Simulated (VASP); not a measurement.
# HPbNO4 (P1) in VASP: a series of runs

The runs below take HPbNO4 through relaxation of cell and atoms, with RPBE, revPBE, BLYP.

Program: VASP 6.6.1. These are calculated values, not measurements. Logs are shortened: lines on timing, memory, paths and dates and some standing lists are left out, and cuts for length are marked.

## Step 1: The structure

The typed cell holds 7 atoms: a = 3.858 Å, b = 5.535 Å, c = 6.055 Å, α = 106.62°, β = 93.97°, γ = 90.45°.

The cell was built by a generator and needn't be a form met in nature.

## Step 2: Relaxation of cell and atoms, RPBE

Input file INCAR:

```
SYSTEM = HPbNO4
PREC = Accurate ; ENCUT = 600
EDIFF = 1E-7 ; ISMEAR = -1
SIGMA = 0.05 ; LREAL = .FALSE.
LASPH = .TRUE. ; NELM = 60
ALGO = Fast ; ISIF = 3
LWAVE = .FALSE. ; LCHARG = .FALSE.
GGA = RP ; IBRION = 2
NSW = 60 ; EDIFFG = -0.02
KPAR = 4
```

Input file KPOINTS:

```
Automatic mesh
0
G
  7 5 5
  0 0 0
```

Input file POSCAR:

```
HPbNO4
1.0
    3.8540400000      0.1438400000      0.0901200000
   -0.2532000000      5.5269800000      0.1647100000
   -0.4819700000     -1.9272000000      5.7202500000
H Pb N O
1 1 1 4
Direct
    0.1091300000      0.6571800000      0.5446300000
    0.6102900000      0.5212700000      0.1510000000
    0.9158000000      0.9626300000      0.9586700000
    0.0138400000      0.1363900000      0.8808400000
    0.7239800000      0.0105700000      0.1285800000
    0.0038900000      0.7373200000      0.8704300000
    0.1192700000      0.5932400000      0.3765100000
```

Potentials or basis: VASP PAW PBE potentials, release 64 (H, Pb_d, N, O).

Command:

```console
cat potpaw_PBE.64/H/POTCAR potpaw_PBE.64/Pb_d/POTCAR potpaw_PBE.64/N/POTCAR potpaw_PBE.64/O/POTCAR > POTCAR
mpirun -np 4 vasp_std > vasp.out
```

OUTCAR:

```text
SYSTEM = HPbNO4
   PREC = Accurate
   ENCUT = 600
   EDIFF = 1E-7
   ISMEAR = -1
   LREAL = .FALSE.
   LASPH = .TRUE.
   NELM = 60
   ISIF = 3
   GGA = RP
   IBRION = 2
   NSW = 60
   EDIFFG = -0.02

 ion  position               nearest neighbor table
   1  0.109  0.657  0.545-   7 0.98
   2  0.610  0.521  0.151-   7 2.28   7 2.38   5 2.78   5 2.83   4 2.84   6 2.85
   3  0.916  0.963  0.959-   4 1.25   6 1.27   5 1.28
   4  0.014  0.136  0.881-   3 1.25   2 2.84
   5  0.724  0.011  0.129-   3 1.28   2 2.78   2 2.83
   6  0.004  0.737  0.870-   3 1.27   2 2.85
   7  0.119  0.593  0.377-   1 0.98   2 2.28   2 2.38

  LATTYP: Found a triclinic cell.
 ALAT       =     6.9506566964
 B/A-ratio  =     0.5550232440
 C/A-ratio  =     0.7963604173
 COS(alpha) =     0.0077737674
 COS(beta)  =     0.2535091708
 COS(gamma) =     0.4946358889

  Lattice vectors:

 A1 = (  -3.3720700000,   1.7833600000,  -5.8103700000)
 A2 = (  -3.8540400000,  -0.1438400000,  -0.0901200000)
 A3 = (  -0.2532000000,   5.5269800000,   0.1647100000)

Analysis of symmetry for initial positions (statically):
=====================================================================
 Subroutine PRICEL returns:
 Original cell was already a primitive cell.

 Routine SETGRP: Setting up the symmetry group for a
 triclinic supercell.

 Subroutine GETGRP returns: Found  1 space group operations
 (whereof  1 operations were pure point group operations)
 out of a pool of  2 trial point group operations.

The static configuration has the point symmetry C_1 .

Analysis of symmetry for dynamics (positions and initial velocities):
=====================================================================
 Subroutine PRICEL returns:
 Original cell was already a primitive cell.

 Routine SETGRP: Setting up the symmetry group for a
 triclinic supercell.

 Subroutine GETGRP returns: Found  1 space group operations
 (whereof  1 operations were pure point group operations)
 out of a pool of  2 trial point group operations.

The dynamic configuration has the point symmetry C_1 .

 Subroutine INISYM returns: Found  1 space group operations
 (whereof  1 operations are pure point group operations),
 and found     1 'primitive' translations

----------------------------------------------------------------------------------------

                                     Primitive cell

  volume of cell :     123.5525

  direct lattice vectors                    reciprocal lattice vectors
     3.854040000  0.143840000  0.090120000     0.258457951  0.011080161  0.025509840
    -0.253200000  5.526980000  0.164710000    -0.008065233  0.178786348  0.059555063
    -0.481970000 -1.927200000  5.720250000    -0.003839658 -0.005322572  0.172700798

  length of vectors
     3.857776028  5.535227867  6.055382315     0.259950062  0.188617103  0.172825456

  position of ions in fractional coordinates (direct lattice)
     0.109130000  0.657180000  0.544630000
     0.610290000  0.521270000  0.151000000
     0.915800000  0.962630000  0.958670000
     0.013840000  0.136390000  0.880840000
     0.723980000  0.010570000  0.128580000
     0.003890000  0.737320000  0.870430000
     0.119270000  0.593240000  0.376510000

  ion indices of the primitive-cell ions
   primitive index   ion index
                 1           1
                 2           2
                 3           3
                 4           4
                 5           5
                 6           6
                 7           7

----------------------------------------------------------------------------------------

 KPOINTS: Automatic mesh

Automatic generation of k-mesh.
 Grid dimensions read from file:
 generate k-points for:    7    5    5

 Generating k-lattice:

  Cartesian coordinates                     Fractional coordinates (reciprocal lattice)
     0.036922564  0.001582880  0.003644263     0.142857143 -0.000000000  0.000000000
    -0.001613047  0.035757270  0.011911013     0.000000000  0.200000000  0.000000000
    -0.000767932 -0.001064514  0.034540160    -0.000000000 -0.000000000  0.200000000

  Length of vectors
     0.037135723  0.037723421  0.034565091

  Shift w.r.t. Gamma in fractional coordinates (k-lattice)
     0.000000000  0.000000000  0.000000000

 Subroutine IBZKPT returns following result:
 ===========================================

 Found     88 irreducible k-points:

 Following reciprocal coordinates:
            Coordinates               Weight
  0.000000  0.000000  0.000000      1.000000
  0.142857  0.000000  0.000000      2.000000
  0.285714  0.000000  0.000000      2.000000
  0.428571  0.000000  0.000000      2.000000
  0.000000  0.200000  0.000000      2.000000
  0.142857  0.200000  0.000000      2.000000
[... 16 lines left out ...]
 -0.428571 -0.000000  0.200000      2.000000
 -0.285714 -0.000000  0.200000      2.000000
 [... further k-points ...]
   k-points           NKPTS =     88   k-points in BZ     NKDIM =     88   number of bands    NBANDS=     26
   number of dos      NEDOS =    301   number of ions     NIONS =      7
   total plane-waves  NPLWV =  73728
   dimension x,y,z NGX =    32 NGY =   48 NGZ =   48
   dimension x,y,z NGXF=    64 NGYF=   96 NGZF=   96
   ions per type =               1   1   1   4
   NGX,Y,Z   is equivalent  to a cutoff of  13.79, 14.42, 13.18 a.u.
   NGXF,Y,Z  is equivalent  to a cutoff of  27.58, 28.83, 26.36 a.u.
 SYSTEM =  HPbNO4
   PREC   = accura    normal or accurate (medium, high low for compatibility)
   ISTART =      0    job   : 0-new  1-cont  2-samecut
   ICHARG =      2    charge: 1-file 2-atom 10-const
   ISPIN  =      1    spin polarized calculation?
   LNONCOLLINEAR =      F non collinear calculations
   LSORBIT =      F    spin-orbit coupling
   LASPH  =      T    aspherical Exc in radial PAW
   ENCUT  =  600.0 eV  44.10 Ry    6.64 a.u.   7.70 11.06 12.09*2*pi/ulx,y,z
   NELM   =     60;   NELMIN=  2; NELMDL= -5     # of ELM steps
   EDIFF  = 0.1E-06   stopping-criterion for ELM
   LREAL  =      F    real-space projection
   EDIFFG = -.2E-01   stopping-criterion for IOM
   NSW    =     60    number of steps for IOM
   IBRION =      2    ionic relax: 0-MD 1-quasi-New 2-CG
   NFREE  =      1    steps in history (QN), initial steepest desc. (CG)
   ISIF   =      3    stress and relaxation
   ISYM   =      2    0-nonsym 1-usesym 2-fastsym
   POTIM  = 0.5000    time-step for ionic-motion
   TEBEG  =    0.0;   TEEND  =   0.0 temperature during run
   PSTRESS=    0.0 pullay stress
   NELECT =      44.0000    total number of electrons
   NUPDOWN=      -1.0000    fix difference up-down
   EMIN   =  10.00;   EMAX   =-10.00  energy-range for DOS
   EFERMI =   0.00;   METHOD = LEGACY
   ISMEAR =    -1;   SIGMA  =   0.05  broadening in eV -4-tet -1-fermi 0-gaus
   EFERMI_NEDOS =   21; number of points for ismear=-14 and -15
   IALGO  =     68    algorithm
   IMIX   =      4    mixing-type and parameters
     AMIX     =   0.40;   BMIX     =  1.00
     AMIX_MAG =   1.60;   BMIX_MAG =  1.00
  volume/ion in A,a.u.               =      17.65       119.11
  Fermi-wavevector in a.u.,A,eV,Ry     =   1.160402  2.192842 18.320693  1.346533
  Thomas-Fermi vector in A             =   2.296985
   LORBIT       =      0    0 simple, 1 ext, 2 COOP (PROOUT), +10 PAW based schemes
   GGA     = RP    functional components
   LHFCALC =     F    Hartree Fock is set to
   AEXX    =    0.0000 exact exchange contribution
   IVDW    =     0    specifies the selected vdW correction
   LEPSILON=     F    determine dielectric tensor
   LRPA    =     F    only Hartree local field effects (RPA)
 conjugate gradient relaxation of ions
 non-spin polarized calculation
 RMM-DIIS sequential band-by-band and
  energy-cutoff  :      600.00
  volume of cell :      123.55
 maximum number of plane-waves:      4146
   NGX = 15   NGY = 23   NGZ = 25

--------------------------------------- Ionic step        1  -------------------------------------------

 number of electron      44.0000002 magnetization

 Free energy of the ion-electron system (eV)
  ---------------------------------------------------
  ext. energy  EPLUGINS =         0.00000000
  ---------------------------------------------------
  free energy    TOTEN  =       -38.68179773 eV

  energy without entropy =      -38.68179773  energy(sigma->0) =      -38.68179773

------------------------ aborting loop because EDIFF is reached ----------------------------------------

  FORCE on cell =-STRESS in cart. coord.  units (eV):
  Direction    XX          YY          ZZ          XY          YZ          ZX
  --------------------------------------------------------------------------------------
  -------------------------------------------------------------------------------------
  Total        1.6878097      2.2722278      1.4945233      0.0508742      0.0388196     -0.6025748
  in kB       21.8868060     29.4652930     19.3803493      0.6597150      0.5033966     -7.8139368
  external PRESSURE =      23.5774828 kB  Pullay stress =       0.0000000 kB
[... 104 lines left out ...]
  FREE ENERGIE OF THE ION-ELECTRON SYSTEM (eV)
  ---------------------------------------------------
  free  energy   TOTEN  =       -38.7003285498 eV

  energy  without entropy=      -38.7003285498  energy(sigma->0) =      -38.70032855

 E-fermi :   0.0028     XC(G=0):  -7.0023

 val. band max:       -1.0793069055   @ k =  -0.4286  -0.4000   0.4000
 cond. band min:       2.1042541392   @ k =   0.4286  -0.0000   0.4000
 fundamental gap:      3.1835610447
 Fermi energy:         0.0028403778

 k-point     1 :       0.0000    0.0000    0.0000
  band No.  band energies     occupation
      1     -26.4208      2.00000
      2     -21.1266      2.00000
      3     -20.8773      2.00000
      4     -18.5876      2.00000
      5     -16.3212      2.00000
      6     -16.2980      2.00000
[... 685 lines left out ...]
     25       4.5180      0.00000
     26       4.7463      0.00000

 [... further k-points ...]

[... ionic steps 4 to 45 ...]

--------------------------------------- Ionic step       46  -------------------------------------------

 number of electron      44.0000002 magnetization

------------------------ aborting loop because EDIFF is reached ----------------------------------------

  FORCE on cell =-STRESS in cart. coord.  units (eV):
  Direction    XX          YY          ZZ          XY          YZ          ZX
  --------------------------------------------------------------------------------------
  -------------------------------------------------------------------------------------
  Total       -0.0059244      0.0476917     -0.0448254     -0.0022374      0.0076187      0.0329020
  in kB       -0.0708644      0.5704648     -0.5361792     -0.0267631      0.0911314      0.3935573
  external PRESSURE =      -0.0121929 kB  Pullay stress =       0.0000000 kB
[... 67 lines left out ...]
  energy  without entropy=      -38.7276925541  energy(sigma->0) =      -38.72769255

--------------------------------------- Ionic step       48  -------------------------------------------

 number of electron      44.0000002 magnetization

 Free energy of the ion-electron system (eV)
  ---------------------------------------------------
  ext. energy  EPLUGINS =         0.00000000
  ---------------------------------------------------
  free energy    TOTEN  =       -38.72774461 eV

  energy without entropy =      -38.72774461  energy(sigma->0) =      -38.72774461

 E-fermi :  -0.0122     XC(G=0):  -6.9950

 val. band max:       -1.0889937036   @ k =  -0.4286  -0.4000   0.4000
 cond. band min:       2.0976196013   @ k =   0.4286  -0.0000   0.4000
 fundamental gap:      3.1866133049
 Fermi energy:        -0.0121820346

 k-point     1 :       0.0000    0.0000    0.0000
  band No.  band energies     occupation
      1     -26.4362      2.00000
      2     -21.1375      2.00000
      3     -20.8912      2.00000
      4     -18.5953      2.00000
      5     -16.3332      2.00000
      6     -16.3101      2.00000
[... 685 lines left out ...]
     25       4.5075      0.00000
     26       4.7349      0.00000

 [... further k-points ...]

------------------------ aborting loop because EDIFF is reached ----------------------------------------

  FORCE on cell =-STRESS in cart. coord.  units (eV):
  Direction    XX          YY          ZZ          XY          YZ          ZX
  --------------------------------------------------------------------------------------
  -------------------------------------------------------------------------------------
  Total        0.0050058      0.0171491     -0.0161698     -0.0024991      0.0076240      0.0118999
  in kB        0.0598463      0.2050236     -0.1933157     -0.0298772      0.0911478      0.1422669
  external PRESSURE =       0.0238514 kB  Pullay stress =       0.0000000 kB
[... 22 lines left out ...]
  FREE ENERGIE OF THE ION-ELECTRON SYSTEM (eV)
  ---------------------------------------------------
  free  energy   TOTEN  =       -38.7277446147 eV

  energy  without entropy=      -38.7277446146  energy(sigma->0) =      -38.72774461

 reached required accuracy - stopping structural energy minimisation
```

Wall time 30 min (4 MPI ranks of Intel Xeon Platinum 8488C (Sapphire Rapids), shared host); peak memory 0.53 GiB.

Results:

| Property | Result |
| --- | --- |
| Free energy | -38.7277 eV |
| Relaxed volume | 19.14 Å³/atom |
| Relaxed cell | a = 3.966 Å, b = 5.630 Å, c = 6.237 Å, α = 105.59°, β = 92.22°, γ = 90.55° |
| Space group after relaxing (to 0.05 Å) | P1 (No. 1) |
| Energy gained by relaxing | 6.6 meV/atom |
| Ionic steps | 48 |
| Pressure after relaxing | 0.0 GPa |
| Largest force after relaxing | 0.018 eV/Å |
| Band gap on the k mesh | 3.19 eV, indirect (least direct gap 3.37 eV) |

Forces on the atoms (eV/Å):
```
H    0.005 -0.001 -0.016
Pb   0.001 -0.001  0.002
N    0.001 -0.006 -0.013
O    0.004  0.017  0.005
O   -0.011 -0.006  0.012
O   -0.004  0.001 -0.006
O    0.004 -0.003  0.016
```

The path:
| step | energy change (eV) | largest force (eV/Å) | pressure (GPa) | volume (Å³) |
| --- | --- | --- | --- | --- |
| 1 | 0.0000 | 0.7611 | 2.36 | 123.55 |
| 3 | -0.0185 | 0.2618 | 0.63 | 124.78 |
| 5 | -0.0261 | 0.2695 | 0.42 | 126.28 |
| 7 | -0.0304 | 0.2412 | 0.20 | 127.62 |
| 9 | -0.0334 | 0.2043 | 0.01 | 128.88 |
| 11 | -0.0358 | 0.4284 | 0.06 | 130.56 |
| 13 | -0.0370 | 0.2250 | 0.03 | 130.25 |
| 15 | -0.0383 | 0.0887 | -0.04 | 130.89 |
| 17 | -0.0390 | 0.0481 | 0.01 | 131.01 |
| 19 | -0.0395 | 0.1160 | 0.05 | 131.23 |
| 21 | -0.0406 | 0.1365 | -0.08 | 131.66 |
| 23 | -0.0422 | 0.0859 | -0.02 | 131.87 |
| 25 | -0.0436 | 0.1691 | 0.11 | 132.31 |
| 27 | -0.0444 | 0.0731 | 0.08 | 132.70 |
| 29 | -0.0447 | 0.0676 | 0.05 | 132.88 |
| 31 | -0.0448 | 0.1044 | -0.08 | 133.40 |
| 33 | -0.0452 | 0.0372 | 0.03 | 133.21 |
| 35 | -0.0453 | 0.0332 | 0.04 | 133.27 |
| 37 | -0.0453 | 0.1456 | 0.08 | 133.79 |
| 39 | -0.0456 | 0.0523 | 0.04 | 133.60 |
| 41 | -0.0457 | 0.0431 | -0.01 | 133.78 |
| 43 | -0.0458 | 0.0573 | 0.00 | 133.98 |
| 45 | -0.0458 | 0.0226 | 0.00 | 133.92 |
| 47 | -0.0459 | 0.0262 | 0.00 | 133.97 |
| 48 | -0.0459 | 0.0183 | 0.00 | 134.01 |

Final structure:
```cif
data_structure
_symmetry_space_group_name_H-M 'P 1'
_symmetry_Int_Tables_number 1
_cell_length_a 3.9663
_cell_length_b 5.6299
_cell_length_c 6.2370
_cell_angle_alpha 105.595
_cell_angle_beta 92.217
_cell_angle_gamma 90.553
_cell_volume 134.01
loop_
_atom_site_label
_atom_site_type_symbol
_atom_site_fract_x
_atom_site_fract_y
_atom_site_fract_z
_atom_site_occupancy
H1 H 0.10796 0.65461 0.53566 1
Pb1 Pb 0.63070 0.52342 0.16090 1
N1 N 0.91006 0.96338 0.95881 1
O1 O 0.00390 0.13573 0.87872 1
O2 O 0.72545 0.01064 0.13042 1
O3 O 0.99458 0.74095 0.87212 1
O4 O 0.12355 0.58987 0.37403 1
```

Caveat: the standard files for N, O and F lose accuracy on very short bonds; the PAW data sets were made with another functional, which shifts forces and pressure a little; spin-orbit coupling is left out, which as a rule narrows the gap of such compounds by several tenths of an eV; an odd mesh through Γ misses points on the zone boundary, where band edges often lie.

## Step 3: Relaxation of cell and atoms, revPBE

Changes to INCAR since step 2:

```diff
@@ -7,3 +7,3 @@
 LWAVE = .FALSE. ; LCHARG = .FALSE.
-GGA = RP ; IBRION = 2
+GGA = RE ; IBRION = 2
 NSW = 60 ; EDIFFG = -0.02
```

KPOINTS is that of step 2.

POSCAR is that of step 2.

Potentials or basis: VASP PAW PBE potentials, release 64 (H, Pb_d, N, O).

Command:

```console
cat potpaw_PBE.64/H/POTCAR potpaw_PBE.64/Pb_d/POTCAR potpaw_PBE.64/N/POTCAR potpaw_PBE.64/O/POTCAR > POTCAR
mpirun -np 4 vasp_std > vasp.out
```

It took 34 min on 4 MPI ranks of Intel Xeon Platinum 8488C (Sapphire Rapids), shared host; peak memory 0.54 GiB.

The run converged. Its results:

* Free energy: -38.8478 eV
* Relaxed volume: 18.84 Å³/atom
* Relaxed cell: a = 3.941 Å, b = 5.615 Å, c = 6.201 Å, α = 105.81°, β = 92.48°, γ = 90.51°
* Space group after relaxing (to 0.05 Å): P1 (No. 1)
* Energy gained by relaxing: 4.4 meV/atom
* Ionic steps: 48
* Pressure after relaxing: 0.0 GPa
* Largest force after relaxing: 0.020 eV/Å
* Band gap on the k mesh: 3.18 eV, indirect (least direct gap 3.34 eV)

Forces in eV/Å, atoms in the order of the input:
```
H    0.000  0.000  0.000
Pb   0.007 -0.002  0.013
N   -0.004  0.008 -0.003
O    0.002 -0.001  0.004
O   -0.011 -0.007  0.011
O   -0.002  0.006 -0.008
O    0.008 -0.004 -0.017
```

Step by step:
```csv
step,energy change (eV),largest force (eV/Å),pressure (GPa),volume (Å³)
1,0.0000,0.6656,1.93,123.55
3,-0.0130,0.1930,0.49,124.53
5,-0.0171,0.2316,0.34,125.65
7,-0.0194,0.2120,0.20,126.48
9,-0.0218,0.1651,0.01,127.71
11,-0.0233,0.3845,0.03,128.99
13,-0.0241,0.2134,0.01,128.71
15,-0.0246,0.2379,-0.02,129.72
17,-0.0253,0.0531,0.00,129.33
19,-0.0260,0.0875,0.04,129.56
21,-0.0268,0.0582,-0.06,129.76
23,-0.0274,0.1591,-0.20,130.07
25,-0.0283,0.1197,-0.15,130.23
27,-0.0287,0.1398,0.05,130.87
29,-0.0293,0.0748,0.00,130.61
31,-0.0297,0.0456,0.07,130.69
33,-0.0297,0.0359,0.02,130.77
35,-0.0299,0.0372,0.02,130.89
37,-0.0300,0.0646,0.03,130.98
39,-0.0301,0.0304,0.06,131.14
41,-0.0302,0.0377,0.06,131.22
43,-0.0303,0.1048,0.03,131.67
45,-0.0303,0.0555,0.03,131.56
47,-0.0304,0.0344,-0.06,132.01
48,-0.0305,0.0195,-0.04,131.88
```

Final structure:
```
CELL_PARAMETERS angstrom
3.93569 0.14316 0.14477
-0.26091 5.60526 0.19895
-0.41510 -1.92037 5.88202
ATOMIC_POSITIONS crystal
H 0.10720 0.65491 0.53741
Pb 0.62654 0.52303 0.15859
N 0.91172 0.96322 0.95889
O 0.00659 0.13599 0.87932
O 0.72529 0.01059 0.13036
O 0.99706 0.74019 0.87161
O 0.12180 0.59066 0.37448
```

Levels at points of the mesh, in eV from the valence-band top:
```csv
k point,band 18,band 19,band 20,band 21,band 22,band 23,band 24,band 25,band 26
"(0.00, 0.00, 0.00)",-1.74,-1.54,-1.44,-0.62,-0.29,3.53,4.31,5.75,6.11
```

Caveat: the standard files for N, O and F lose accuracy on very short bonds; the PAW data sets were made with another functional, which shifts forces and pressure a little; spin-orbit coupling is left out, which as a rule narrows the gap of such compounds by several tenths of an eV; an odd mesh through Γ misses points on the zone boundary, where band edges often lie.

[end of part 1 of 2]
